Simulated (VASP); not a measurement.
Here is the system:

```xyz
4
Lattice="-2.1243 2.1243 4.5292 2.1243 -2.1243 4.5292 2.1243 2.1243 -4.5292" Properties=species:S:1:pos:R:3 pbc="T T T"
Hf     0.0000     2.1243     2.2646
Hf     2.1243     0.0000     2.2646
Hf     2.1243     2.1243     0.0000
Hg     2.1243     2.1243     4.5292
```

These are PBEsol GGA, VASP's PBE PAW potentials (set 64) (plane waves; VASP) values and carry that method's errors. Run with 400 eV cut-off, 11×11×11 Γ-centred mesh, tetrahedra with Blöchl corrections, potentials Hf_pv Hg.

The cores are frozen, which limits the accuracy of field gradients.

Task: Give the principal components of the electric field gradient (V/Å²) and the asymmetry η at each nucleus.

Result: 
| atom | Vxx | Vyy | Vzz | η |
|---|---|---|---|---|
| Hf1 | 5.0 | 5.0 | -9.9 | 0.00 |
| Hf2 | 5.0 | 5.0 | -9.9 | 0.00 |
| Hf3 | 20.5 | 20.5 | -40.9 | 0.00 |
| Hg4 | -87.0 | -87.0 | 174.1 | 0.00 |

The structure comes from a computed database's Hf3Hg entry (I4/mmm); how it stands against other phases isn't given here. It was relaxed first.
